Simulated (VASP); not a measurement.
## AgRh: single point with PBE

AgRh:

```
Ag Rh
1.0
     2.75896    0.00000    0.00000
    -1.37948    2.38936    0.00000
     0.00000    0.00000    4.77633
Ag Rh
1 1
Direct
  0.00000 0.00000 0.50000
  0.66667 0.33333 0.00000
```

The cell comes from a database or a generator and needn't be the stable form of this composition.

```
Program                : VASP 6.6.1
Task                   : single point
Functional             : PBE
Potentials or basis    : VASP PAW PBE potentials, release 64 (Ag, Rh_pv)
Cutoff                 : 520 eV
k mesh                 : 10 × 10 × 5
Occupations            : fermi-dirac, width 0.15 eV
Spin                   : no spin polarisation
Dipole correction      : no
Further INCAR settings : ALGO = Fast; EDIFF = 1e-06; NBANDS = 20
```

```json
{
  "Pressure": "1.3 GPa",
  "Band gap on the k mesh": "none (metal or under the smearing width)"
}
```

Stress tensor (GPa, compression positive):
```
1.88 0.00 0.00
0.00 1.88 0.00
0.00 0.00 0.08
```

Levels at points of the mesh, in eV from the Fermi level:
| k point | band 9 | band 10 | band 11 | band 12 | band 13 | band 14 | band 15 | band 16 | band 17 | band 18 |
| --- | --- | --- | --- | --- | --- | --- | --- | --- | --- | --- |
| (0.00, 0.00, 0.00) | -3.24 | -3.24 | -1.91 | -1.91 | 0.04 | 0.07 | 0.07 | 5.39 | 16.60 | 17.21 |
| (0.50, 0.00, 0.00) | -2.82 | -2.32 | -1.73 | -0.17 | 1.09 | 1.79 | 4.00 | 8.46 | 8.69 | 11.81 |

Wall time 9.5 s on 1 thread of Intel(R) Xeon(R) 6975P-C (Granite Rapids) (shared host), peak memory 0.16 GiB.
